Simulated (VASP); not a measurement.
Molecule: F2AlI, in a box.

```
F Al I
1.0
    12.00000    0.00000    0.00000
     0.00000   12.00000    0.00000
     0.00000    0.00000   12.00000
F Al I
2 1 1
Direct
  0.61134 0.57734 0.59910
  0.54220 0.38173 0.49103
  0.52919 0.51593 0.50963
  0.39082 0.62177 0.40656
```

Base run:

* Program: VASP 6.6.1
* Functional: RPBE
* Dispersion: D3(BJ)
* Potentials or basis: VASP PAW PBE potentials, release 64 (F, Al, I)
* Cutoff: 520 eV
* k mesh: 1 × 1 × 1
* Occupations: gaussian, width 0.01 eV
* Spin: no spin polarisation

Its results: gap between the frontier levels 4.77 eV; largest force 0.828 eV/Å.

Question: The run is repeated on the same cell with these changes: functional from RPBE to PBE0; further incar settings from ALGO = Fast; EDIFF = 1e-07 to ALGO = Normal; EDIFF = 1e-06; NBANDS = 20. What comes out?

Answer: Gap between the frontier levels 6.68 eV; largest force 0.134 eV/Å.

Caveats: the PAW data sets were made with another functional, which shifts forces and pressure a little; spin-orbit coupling is left out, which moves the levels of the heavy elements.

